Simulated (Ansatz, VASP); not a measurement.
**NbRu3C in VASP and in Ansatz**

The input INCAR:

```
SYSTEM = NbRu3C
ALGO = Normal ; EDIFF = 1E-7
ENCUT = 520 ; GGA = PS
ISIF = 2 ; ISMEAR = -1
KPAR = 2 ; LASPH = .TRUE.
LCHARG = .FALSE. ; LREAL = .FALSE.
LWAVE = .FALSE. ; NBANDS = 38
NELM = 100 ; PREC = Accurate
SIGMA = 0.05
```

KPOINTS

```
k-points
0
G
  7 7 7
  0 0 0
```

The input POSCAR:

```
NbRu3C
1.0
    4.1186327925      0.0000000000      0.0000000000
    0.0000000000      4.1186327925      0.0000000000
    0.0000000000      0.0000000000      4.1186327925
Ru Nb C
3 1 1
Direct
    0.5000000000      0.5000000000      0.0000000000
    0.5000000000      0.0000000000      0.5000000000
    0.0000000000      0.5000000000      0.5000000000
    0.0000000000      0.0000000000      0.0000000000
    0.5000000000      0.5000000000      0.5000000000
```

File input.yaml:

```yaml
crystal:
  lattice:
    - [4.1186327925, 0.0, 0.0]
    - [0.0, 4.1186327925, 0.0]
    - [0.0, 0.0, 4.1186327925]
  atoms:
    - { symbol: Ru, position: [0.5, 0.5, 0.0] }
    - { symbol: Ru, position: [0.5, 0.0, 0.5] }
    - { symbol: Ru, position: [0.0, 0.5, 0.5] }
    - { symbol: Nb, position: [0.0, 0.0, 0.0] }
    - { symbol: C, position: [0.5, 0.5, 0.5] }
hamiltonian:
  xc: pbesol
  pseudopotentials: { kind: paw }
kpoints:
  mp_grid: { grid: [7, 7, 7] }
scf:
  occupations: { method: fermi_dirac, width: 0.05 }
output:
  forces: true
  stress: true
  eigenvalues: true
```

Change from the starting cell: volume scaled by 1.04.

Alike in both runs: task single point; functional PBEsol; k mesh 7 × 7 × 7; occupations fermi-dirac, width 0.05 eV; no spin polarisation.

|  | VASP | Ansatz |
| --- | --- | --- |
| version | VASP 6.6.1 | Ansatz 0.2.0 |
| potentials or method | VASP PAW PBE potentials, release 64 (Ru_pv, Nb_sv, C) | Ansatz PAW |
| plane-wave cutoff (eV) | 520 | 420 |
| valence electrons in the cell | 59 | 65 |

```csv
,VASP,Ansatz,Ansatz less VASP
gap on the k mesh at the Fermi level (eV),none,none,-
pressure (GPa),-21.0,-20.9,+0.12
```

A gap of «none» marks a metal or a gap that the smearing closes. The functional is the same, so the differences come from potentials, cutoffs and numerics. The two sets of potentials don't hold the same shells in valence.

Caveats: the PAW data sets were made with another functional, which shifts forces and pressure a little (VASP); the PAW data sets come from PBE, with cores solved anew for the run's functional, which leaves a small shift of forces and pressure (Ansatz).
